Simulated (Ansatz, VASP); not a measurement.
# YSn3: VASP beside Ansatz

```
Y Sn
1.0
     4.63468    0.00000    0.00000
     0.00000    4.63468    0.00000
     0.00000    0.00000    4.63468
Y Sn
1 3
Cartesian
  0.0000 0.0000 0.0000
  0.0000 2.3173 2.3173
  2.3173 0.0000 2.3173
  2.3173 2.3173 0.0000
```

Change from the starting cell: volume scaled by 0.98.

Alike in both runs: task single point; functional PBEsol; k mesh 8 × 8 × 8; occupations fermi-dirac, width 0.05 eV; no spin polarisation.

|  | VASP | Ansatz |
| --- | --- | --- |
| version | VASP 6.6.1 | Ansatz 0.2.0 |
| potentials or method | VASP PAW PBE potentials, release 64 (Y_sv, Sn_d), cutoff 520 eV | all-electron LAPW, scalar-relativistic |

|  | VASP | Ansatz | Ansatz less VASP |
| --- | --- | --- | --- |
| pressure (GPa) | 0.4 | 0.4 | +0.06 |

Ansatz ran all-electron here, so the differences hold the error of VASP's frozen core and of both bases.

Caveats: the PAW data sets were made with another functional, which shifts forces and pressure a little (VASP).
